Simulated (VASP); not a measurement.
Given:

```yaml
crystal:
  lattice:
    - [0.00000, 3.02256, 3.02256]
    - [3.02256, 0.00000, 3.02256]
    - [3.02256, 3.02256, 0.00000]
  atoms:
    - { symbol: Mo, position: [0.00000, 0.00000, 0.00000] }
    - { symbol: Ge, position: [0.25000, 0.25000, 0.25000] }
    - { symbol: Ge, position: [0.75000, 0.75000, 0.75000] }
```

Computed with r2SCAN meta-GGA, VASP's PBE PAW potentials (set 64) (plane waves; VASP). Settings: 400 eV cut-off, 10×10×10 Γ-centred mesh, tetrahedra with Blöchl corrections, potentials Mo_sv Ge_d.

Task: Give the energies of bands 16 to 24 at the high-symmetry points, in eV from the Fermi level.

Result: 
```
band      Γ      X      U      L      W
----  -----  -----  -----  -----  -----
16    -4.46  -8.36  -8.95  -9.25  -9.01
17    -4.46  -6.21  -5.63  -3.61  -5.10
18    -4.46  -3.03  -3.56  -3.61  -5.06
19    -4.22  -3.03  -2.91  -1.56  -1.83
20    -0.67  -1.20  -1.73  -0.31  -1.83
21    -0.67  -1.20  -0.83  -0.31  -1.17
22     3.82  -0.28   0.36  -0.11  -0.01
23     3.82   0.07   0.55  -0.11   1.12
24     3.82   3.39   3.59   0.61   4.31
```

It has no gap at this level: it comes out as a metal or semimetal.

The structure was generated: Ge2Mo was put into the fluorite type (Fm-3m), which need not be its known phase. It was relaxed first, which changed the volume by -10 %.
